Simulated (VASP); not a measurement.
Data:

```xyz
2
Lattice="0.0000 3.3105 3.3105 3.3105 0.0000 3.3105 3.3105 3.3105 0.0000" Properties=species:S:1:pos:R:3 pbc="T T T"
Cd     0.0000     0.0000     0.0000
Te     1.6552     1.6552     1.6552
```

These are PW91 GGA, VASP's PBE PAW potentials (set 64) (plane waves; VASP) values and carry that method's errors. Settings: 520 eV cut-off, 8×8×8 Γ-centred mesh, tetrahedra with Blöchl corrections, potentials Cd Te.

Unless said otherwise, spin-orbit coupling is left out, though it shifts the bands of the heavy elements here.

**Question.** What does the run give for the energy per atom (σ→0), band gap (on the k-mesh) with the smallest direct gap where there is one?

**Answer.** 
```
Item                                         Result
-----------------------------------  --------------
band gap (on the k-mesh)                    0.57 eV
smallest direct gap (on the k-mesh)         0.57 eV
energy per atom (σ→0)                -2.431 eV/atom
```

Total energies compare only between runs with the same potentials, cut-off and functional.

The compound is CdTe in the zinc blende structure. It was relaxed first, which changed the volume by +7 %.
